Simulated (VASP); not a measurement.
Method: PBE GGA with D3 dispersion (Becke-Johnson damping), VASP's PBE PAW potentials (set 64) (plane waves; VASP 6.6.1).

VASP ran on this input.

File POSCAR:
```
WSi2
1
   -1.5635552031     1.5635552031     3.8202612419
    1.5635552031    -1.5635552031     3.8202612419
    1.5635552031     1.5635552031    -3.8202612419
Si W
2 1
Direct
  0.6660173065   0.6660173065   0.0000000000
  0.3339826935   0.3339826935   1.0000000000
  0.0000000000   0.0000000000   0.0000000000
```

**INCAR**
```
SYSTEM  =  WSi2
PREC  =  Accurate; ENCUT  =  520; LREAL  =  .False.
LASPH  =  .True.
EDIFF  =  1E-7; NELM  =  100; ALGO  =  Normal
LMAXMIX  =  6
ISMEAR  =  1; SIGMA  =  0.1
GGA  =  PE; IVDW  =  12
IBRION  =  2; NSW  =  30; ISIF  =  4
EDIFFG  =  -0.01
LWAVE  =  .False.; LCHARG  =  .False.
```

### KPOINTS
```
K-points
0
G
 13 13 13
0 0 0
```

POTCAR, in this order: Si W_sv (PBE.64 set). Program: vasp_std.

Unless said otherwise, spin-orbit coupling is left out, though it shifts the bands of the heavy elements here.

### Question
Estimate the energy per atom (σ→0), dispersion energy, band gap (on the k-mesh).

### Answer

```yaml
energy per atom (σ→0): -8.804 eV/atom
dispersion_energy: -42.97 kcal/mol
band gap (on the k-mesh): none (metal, semimetal or under 0.01 eV)
```

File OSZICAR:
```
...
DAV:   6    -0.245498871550E+02    0.32845E-07   -0.41441E-08  3325   0.140E-03
   4 F= -.26413163E+02 E0= -.26413124E+02  d E =-.618262E-04
       N       E                     dE             d eps       ncg     rms          rms(c)
DAV:   1    -0.245499034227E+02   -0.16235E-04   -0.95859E-04  6797   0.275E-01    0.234E-02
DAV:   2    -0.245498894478E+02    0.13975E-04   -0.39005E-05  6895   0.507E-02    0.120E-02
DAV:   3    -0.245498856548E+02    0.37931E-05   -0.91659E-06  7420   0.231E-02    0.322E-03
DAV:   4    -0.245498855592E+02    0.95554E-07   -0.63162E-07  6601   0.640E-03
   5 F= -.26413178E+02 E0= -.26413138E+02  d E =-.769728E-04
```

The compound is WSi2 in the MoSi2 type structure. This cell is one point of a volume scan, at 0.94 of the reference volume. Symmetry was kept, so distortions that lower it aren't found.
